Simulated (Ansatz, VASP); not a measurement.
# TiC in two plane-wave programs, part 2 of 2

One calculation is typed for both programs; each brings its own data sets. How far apart do they land? The cell is taken from a series of runs on this material, whose earlier steps may have relaxed, scaled, displaced or heated it; both programs get it as it stands.

VASP 6.6.1 and Ansatz 0.2.0.

So far: The starting structure; VASP: zone-centre phonons, LDA, pair 1.

## 3. Ansatz: zone-centre phonons, LDA, pair 1

Level of this step: Ansatz beside VASP: Kohn-Sham DFT, plane waves, LDA (Ansatz).

Ansatz runs on its PAW soft_1 files.

The same cell, functional (in two slightly different forms), mesh and smearing now go to Ansatz, which takes its cutoff from its data sets.

Input file input.yaml:

```yaml
crystal:
  lattice:
    - [0.0, 2.1383698596, 2.0878051111]
    - [2.1383698596, 0.0, 2.0878051111]
    - [2.1383698596, 2.1383698596, 0.0]
  atoms:
    - { symbol: C, position: [0.5, 0.5, 0.5] }
    - { symbol: Ti, position: [0.0, 0.0, 0.0] }
kpoints:
  mp_grid: { grid: [16, 16, 16] }
hamiltonian:
  xc: lda
  pseudopotentials: { kind: paw, azcp: { folder: soft_1 }, xc_functional: pbe }
scf:
  occupations: { method: methfessel_paxton, width: 0.2 }
output:
  eigenvalues: true
phonons:
  method: dfpt
```

On the command line:

```console
ansatz run input.yaml --threads 4 --pin off --max-ram 10240MiB --backend cpu --events-out ev --progress --plain --runs-dir out
```

Numbers of over 12 decimals in the logs are rounded to 6 here.

The log of the run:

```text
zone centre: on kpoints.mp_grid the ground state, and the responses unless they are solved on pairs of k-points, stand on 621 of the mesh's 4096 k-points, reduced under 8 symmetry operations, with k and −k counted as one. Each operation leaves every solved displacement unchanged or reverses it
Engine: ansatz 0.2.0, x86_64-unknown-linux-gnu
Pseudopotentials: kind: paw
Pseudopotential: C, paw, valence charge 4, recommended cutoff 420 eV (normal), soft_1/C.paw.azcp
Pseudopotential: Ti, paw, valence charge 12, recommended cutoff 420 eV (normal), soft_1/Ti.paw.azcp
Functional definition: SPW92
  exchange = slater_x
  correlation = pw_c
Crystal: 2 atoms, lattice volume = 19.094 Å³
Basis set: ecut = 420 eV, 363 PW (Γ), exchange–correlation on 48×48×48 points (8 copies of the dense FFT grid, shifted against one another)
Bands: 12, of which v1, the nominal top of the filled ones, is band 8 counted from 1 (7 counted from 0)
Symmetry: 16 space group operations
k-points: 621 of 4096 (irreducible under 8 space group operations)
Non-local potential: C, projectors of the file, l = 0: 2, l = 1: 2, l = 2: 1
Non-local potential: Ti, projectors of the file, l = 0: 3, l = 1: 2, l = 2: 3, l = 3: 1
PAW form: soft (Blöchl's): semilocal exchange-correlation on the pseudo side does not see the compensation charge
PAW frozen core: C, regenerated for the run's functional, and the local potential with it (the file was generated under x = pbe(κ = 0.804, μ = 0.219515), c = pbe(β = 0.066725))
PAW frozen core: Ti, regenerated for the run's functional, and the local potential with it (the file was generated under x = pbe(κ = 0.804, μ = 0.219515), c = pbe(β = 0.066725))
PAW one-centre angular grid: C, 110 points (default); XC on 64 Gauss nodes
PAW one-centre angular grid: Ti, 590 points (default); XC on 64 Gauss nodes
Initial density: superposition of atomic densities (chi_scale 0.1, normalization cell, long waves kept (reshape's long-wave potential 0.00 eV rms))
Initial wavefunctions: pseudopotential atomic-orbital guess
Functional: x = slater, c = lda
SCF iter   1: F=—  HF=-2696.232323 eV  |F-HF|=—  |Δ(HF+E_count)|=         —  Δρ=1.46e-1  dr2=5.14e0  ethr=3.10e-3  ⟨swp⟩=4.3  Hψ=36193  notcnv=0
preconditioner: auto → none  [metal: Δε(μ)=0.059 eV  Ē_g=20.452 eV  σ=0.200 eV  W_gap=0.24  n_scr=8 (ndim 8)  ℏωp=31.8 eV  f_vac=0.000  D(μ)=0.21/eV (n_scr^D=0)  sad-step TF]
SCF iter   2: F=—  HF=-2695.694168 eV  |F-HF|=—  |Δ(HF+E_count)|=   5.38e-1  S|Δr|=    0.00e0  Δρ=1.01e-1  dr2=2.53e0  ethr=3.10e-3  ⟨swp⟩=2.0  Hψ=14676  notcnv=0
SCF iter   3: F=—  HF=-2695.178228 eV  |F-HF|=—  |Δ(HF+E_count)|=   5.16e-1  S|Δr|=    0.00e0  Δρ=1.13e-2  dr2=1.61e-2  ethr=3.10e-3  ⟨swp⟩=2.7  Hψ=15192  notcnv=0
SCF iter   4: F=—  HF=-2695.172164 eV  |F-HF|=—  |Δ(HF+E_count)|=   6.06e-3  S|Δr|=    0.00e0  Δρ=1.46e-3  dr2=1.25e-4  ethr=1.01e-4  ⟨swp⟩=2.6  Hψ=18322  notcnv=0
SCF iter   5: F=—  HF=-2695.172364 eV  |F-HF|=—  |Δ(HF+E_count)|=   2.01e-4  S|Δr|=    0.00e0  Δρ=3.25e-4  dr2=1.33e-5  ethr=7.78e-7  ⟨swp⟩=2.0  Hψ=9930  notcnv=0
SCF iter   6: F=—  HF=-2695.172363 eV  |F-HF|=—  |Δ(HF+E_count)|=   1.46e-6  S|Δr|=    0.00e0  Δρ=2.15e-5  dr2=6.24e-8  ethr=8.28e-8  ⟨swp⟩=2.0  Hψ=11760  notcnv=0
SCF iter   7: F=—  HF=-2695.172363 eV  |F-HF|=—  |Δ(HF+E_count)|=   2.75e-7  S|Δr|=    0.00e0  Δρ=2.99e-6  dr2=1.29e-9  ethr=3.90e-10  ⟨swp⟩=3.0  Hψ=12329  notcnv=0
SCF iter   8: F=—  HF=-2695.172363 eV  |F-HF|=—  |Δ(HF+E_count)|=  3.80e-10  S|Δr|=    0.00e0  Δρ=3.29e-7  dr2=1.93e-11  ethr=8.09e-12  ⟨swp⟩=3.0  Hψ=12744  notcnv=0
SCF iter   9: F=-2695.172363 eV  HF=-2695.172363 eV  |F-HF|=0.00e0  |Δ(HF+E_count)|=  8.19e-12  S|Δr|=    0.00e0  Δρ=2.74e-8  dr2=1.70e-13  ethr=1.00e-12  ⟨swp⟩=5.0  Hψ=26594  notcnv=0
SCF 1 converged in 9 iterations: F = -2695.172363 eV  dr2 = 1.70e-13
  greatest PAW one-centre occupation: 0.998 electrons in one spin orbital (limit 2), on the Ti atom at site 1 (counted from 0), in its partial waves of l = 0
DFPT response loops at Γ: preconditioner auto → Kerker (q_TF=auto, 2.649 Å⁻¹) (partly filled bands, converged f_vac=0.000); β = 1.00, the filter's whole step (`scf.mixing.beta` (0.50) is not read by the response loops under this deck's `scf.mixing.preconditioner`; to damp them name `kerker` or `kerker_dos`, under which they read `scf.mixing.beta`, and type it under 1.00, their step now; both keys bind the ground state too); Broyden in place of MSR1
SCF converged after 9 iterations
Stability not checked: this state was not tested for a lower state beside it, because cold or Methfessel-Paxton smearing, or corrected tetrahedra, fill the levels in a way that the test cannot read (fill_not_monotonic; see scf.lower_state_search)
Free energy (F): -2695.172363 eV
Harris-Foulkes:  -2695.172363 eV  (|F-HF|=0.00e0)
Internal energy: -2695.172385 eV  (E = F + TS)
E sigma→0 (E₀):  -2695.172368 eV
Entropy (-TS):   0.000022 eV (0.011 meV/atom)
Fermi energy:    15.389780 eV
--- Per-component energies (eV) ---
  E_band       = -96.155901
  E_kinetic    = 369.602637
  E_local      = -797.463099  (includes V_loc(G=0)·N_el)
  E_nonlocal   = 88.835410
  E_hartree    = 315.529878
  E_xc         = -164.306084
  E_vxc        = -206.052776  (∫ρ·V_xc dr)
  E_paw        = -1085.558272  (= ΣΔE_a)
  E_vpaw       = -182.137770  (= ΣTr[D̂ρ^β])
  E_aug_tail   = -0.000069  (compensation charges beyond the density's cutoff)
  E_ewald      = -1422.201568
  E_core_change = 0.388783  (= ΣΔE_core)
  E_smearing   = 0.000022  (= −TS)
  E_closure    = 0.000000  (closes the sum)
  Σ components = -2695.172363   (vs F -2695.172363, Δ=0.00e0)
--- Band table (eV; the first three rows and the last of 621) ---
  k-point 0: bands = [... 4 lower, 2.8977, 15.9909, 15.9909, 16.1833, 17.1319, 17.1319, 17.1584, 17.2470]
  k-point 1: bands = [... 4 lower, 2.9943, 15.5898, 15.7901, 15.9405, 16.4285, 16.5037, 17.4275, 18.2062]
  k-point 2: bands = [... 4 lower, 3.2774, 14.6968, 15.0115, 15.1306, 16.4970, 16.5610, 17.7920, 19.3319]
  k-point 620: bands = [... 4 lower, 5.2329, 12.1777, 13.5040, 15.3182, 15.3182, 18.3738, 19.2023, 19.2023]
--- Phonons (Γ-DFPT): 4 representative perturbations + reference, on 621 of 4096 k-points (Σ response iterations 12) ---
  k mesh reduced under 8 symmetry operations, with k and −k counted as one. Each operation leaves every solved displacement unchanged or reverses it
  ASR residual: 1.086e-5 → 0.000e0 eV/Å²; symmetrization residual: 7.895e-7 eV/Å²
  ASR residual per site (eV/Å²): 1.04e-5 1.09e-5
  Γ frequencies (cm⁻¹): 0.00 0.00 0.00 547.41 547.41 610.72
  non-analytic LO–TO correction: not included (Born effective charges unavailable; polar crystals: no LO–TO splitting at Γ)
```

## 4. Comparison

Known differences besides the potentials themselves: the cutoff is 420 eV in Ansatz and 600 eV in VASP; VASP's log shows a relativistic correction to its local exchange, Ansatz's none. Total energies have different zeros and are not compared.

Both answers:

```
                  quantity  Ansatz   VASP  difference
optical mode 1 to 2 (cm⁻¹)   547.4  548.5     -0.20 %
     optical mode 3 (cm⁻¹)   610.7  612.6     -0.30 %
```

Modes are paired by rising frequency, not by their patterns, so a pair may set unlike modes beside each other; they are those without the splitting of longitudinal modes.

## 5. VASP: zone-centre phonons, LDA, pair 2

Second derivatives magnify differences that forces hide, and they need a tight electronic threshold. The cell compared in this pair holds 19.22 Å³, against 19.09 Å³ for the pair before.

Input file INCAR:

```
SYSTEM = TiC
PREC = Accurate
ENCUT = 600
EDIFF = 1E-08
NELM = 120
ISMEAR = 1
SIGMA = 0.2
LREAL = .FALSE.
ALGO = Normal
GGA = PW92
NBANDS = 14
LASPH = .TRUE.
LORBIT = 11
LWAVE = .FALSE.
LCHARG = .FALSE.
ISIF = 2
IBRION = 8
GGA_COMPAT = .FALSE.
KPAR = 2
```

Input file POSCAR:

```
TiC
1.0
    0.0000000000      2.1343384332      2.1091092449
    2.1343384332      0.0000000000      2.1091092449
    2.1343384332      2.1343384332      0.0000000000
C Ti
1 1
Direct
    0.5000000000      0.5000000000      0.5000000000
    0.0000000000      0.0000000000      0.0000000000
```

Input file KPOINTS:

```
Automatic mesh
0
Gamma
16 16 16
0 0 0
```

PAW data sets: C and Ti_sv (LDA family, release 64).

On the command line:

```console
mpirun -np 2 vasp_std
```

The log of the run:

```text
[banner, memory and clock lines left out]
running    2 mpi-ranks, on    1 nodes
[...]
[... a notice as in an earlier step ...]

 LDA part: xc-table for (Slater(with rela. corr.)+PW92), standard interpolation
 POSCAR, INCAR and KPOINTS ok, starting setup
[...]
entering main loop
       N       E                     dE             d eps       ncg     rms          rms(c)
DAV:   1     0.126420957456E+03    0.12642E+03   -0.88767E+03  9788   0.153E+03
DAV:   2    -0.171055075742E+02   -0.14353E+03   -0.13486E+03 10258   0.371E+02
DAV:   3    -0.255921004393E+02   -0.84866E+01   -0.82729E+01 12846   0.868E+01
DAV:   4    -0.259433425324E+02   -0.35124E+00   -0.35084E+00 12320   0.162E+01
[...]
DAV:  14    -0.205330826585E+02    0.35534E-06   -0.43592E-07 11906   0.583E-03    0.236E-03
DAV:  15    -0.205330826176E+02    0.40820E-07   -0.91159E-08 15544   0.436E-03    0.980E-04
DAV:  16    -0.205330826097E+02    0.79060E-08   -0.23559E-08 10566   0.232E-03
   1 F= -.20533083E+02 E0= -.20533021E+02  d E =-.184374E-03
[...]
RMM:  17    -0.652243610077E+00   -0.64085E-07   -0.32411E-06 43513   0.128E-03    0.988E-05
RMM:  18    -0.652244966284E+00   -0.13562E-05   -0.25446E-06 35240   0.113E-03    0.826E-05
RMM:  19    -0.652244996498E+00   -0.30214E-07   -0.21765E-06 42091   0.952E-04    0.892E-05
 first order change of Fermi-energy   0.61156E-03
 force on displaced ion       2 direction 1 : -10.822   0.000   0.000
 Linear response progress:
  Degree of freedom:   4/  4
       N       E                     dE             d eps       ncg     rms          rms(c)
RMM:   1    -0.661239781232E+00   -0.66124E+00    0.95181E+00  9923   0.132E+02
RMM:   2    -0.635662063734E+00    0.25578E-01   -0.23671E-01 16339   0.497E+00    0.230E-01
RMM:   3    -0.634864085734E+00    0.79798E-03   -0.18870E-02 19378   0.118E+00    0.113E-01
RMM:   4    -0.634123585420E+00    0.74050E-03   -0.75110E-03 21141   0.511E-01    0.214E-02
[...]
RMM:  33    -0.635353148474E+00   -0.29100E-08    0.14204E-07 13665   0.192E-04    0.141E-05
RMM:  34    -0.635353170396E+00   -0.21921E-07    0.21433E-07 19076   0.174E-04    0.164E-05
RMM:  35    -0.635353174260E+00   -0.38643E-08    0.97240E-08 13973   0.156E-04    0.175E-05
 first order change of Fermi-energy  -0.17741E-03
 force on displaced ion       2 direction 3 :   0.000   0.000 -12.018
 Linear response finished
```

Parts of OUTCAR (step 5):

```text
  Total        0.0322320      0.0322320      0.7142468      0.0000000      0.0000000      0.0000000
  in kB        2.6874648      2.6874648     59.5529488      0.0000000      0.0000000      0.0000000
  external PRESSURE =      21.6426261 kB  Pullay stress =       0.0000000 kB

 POSITION                                       TOTAL-FORCE (eV/Angst)
 -----------------------------------------------------------------------------------
      2.13434      2.13434      2.10911         0.000000     -0.000000      0.000000
      0.00000      0.00000      0.00000        -0.000000      0.000000     -0.000000
 -----------------------------------------------------------------------------------
    total drift:                                0.000000     -0.000000     -0.000000

[... 1 part as in an earlier step ...]

[... 1 further part left out ...]
```

## 6. Ansatz: zone-centre phonons, LDA, pair 2

The same cell, functional (in two slightly different forms), mesh and smearing now go to Ansatz, which takes its cutoff from its data sets.

The cell is taken from a series of runs on this material, whose earlier steps may have relaxed, scaled, displaced or heated it; both programs get it as it stands.

input.yaml, the sections that differ from step 3:

```yaml
crystal:
  lattice:
    - [0.0, 2.1343384332, 2.1091092449]
    - [2.1343384332, 0.0, 2.1091092449]
    - [2.1343384332, 2.1343384332, 0.0]
  atoms:
    - { symbol: C, position: [0.5, 0.5, 0.5] }
    - { symbol: Ti, position: [0.0, 0.0, 0.0] }
# kpoints, hamiltonian, scf, output, phonons: as in step 3
```

On the command line:

```console
ansatz run input.yaml --threads 4 --pin off --max-ram 10240MiB --backend cpu --events-out ev --progress --plain --runs-dir out
```

The log of the run:

```text
[...]
Crystal: 2 atoms, lattice volume = 19.216 Å³
Basis set: ecut = 420 eV, 339 PW (Γ), exchange–correlation on 48×48×48 points (8 copies of the dense FFT grid, shifted against one another)
Bands: 12, of which v1, the nominal top of the filled ones, is band 8 counted from 1 (7 counted from 0)
Symmetry: 16 space group operations
k-points: 621 of 4096 (irreducible under 8 space group operations)
[...]
k-point 1: bands = [... 4 lower, 2.9071, 15.4842, 15.7121, 15.7859, 16.3267, 16.3631, 17.2997, 18.1159]
  k-point 2: bands = [... 4 lower, 3.1878, 14.5913, 14.9330, 14.9919, 16.3906, 16.4216, 17.6602, 19.2402]
  k-point 620: bands = [... 4 lower, 5.1346, 11.9654, 13.4257, 15.2607, 15.2607, 18.2276, 19.0507, 19.0507]
[...]
ASR residual: 2.294e-5 → 0.000e0 eV/Å²; symmetrization residual: 1.188e-6 eV/Å²
  ASR residual per site (eV/Å²): 6.72e-6 2.29e-5
  Γ frequencies (cm⁻¹): 0.00 0.00 0.00 551.52 551.52 581.79
[...]
[key lines of the parts left out:]
SCF converged after 9 iterations
Free energy (F): -2695.182997 eV
Fermi energy:    15.272229 eV
```

## 7. Differences

The two programs side by side:

```
                  quantity  Ansatz   VASP  difference
optical mode 1 to 2 (cm⁻¹)   551.5  552.9     -0.24 %
     optical mode 3 (cm⁻¹)   581.8  583.3     -0.27 %
```

Modes are paired by rising frequency, not by their patterns, so a pair may set unlike modes beside each other; they are those without the splitting of longitudinal modes.

## 8. Summary of results

* r.m.s. difference of the optical zone-centre modes, each program's sorted by frequency (zone-centre phonons, LDA, pair 1): 1.4 cm⁻¹
* r.m.s. difference of the optical zone-centre modes, each program's sorted by frequency (zone-centre phonons, LDA, pair 2): 1.4 cm⁻¹

In words: The r.m.s. difference of the optical zone-centre modes, each program's sorted by frequency is 1.4 cm⁻¹ (zone-centre phonons, LDA, pair 1). How closely two codes agree says nothing of how well the functional describes the real material.

[Lines on the potential files, build, host, timing and source positions are cut from VASP's logs without a mark.]

[Logs are printed without paths, hosts, clocks, repeated set-up lines and the standing remarks that a program may print on its own settings, such as how far it seeks lower states.]

[Hosts, paths, dates, database ids (printed as entryN), source tags and the programs' standing remarks are cut or masked in the printed files.]
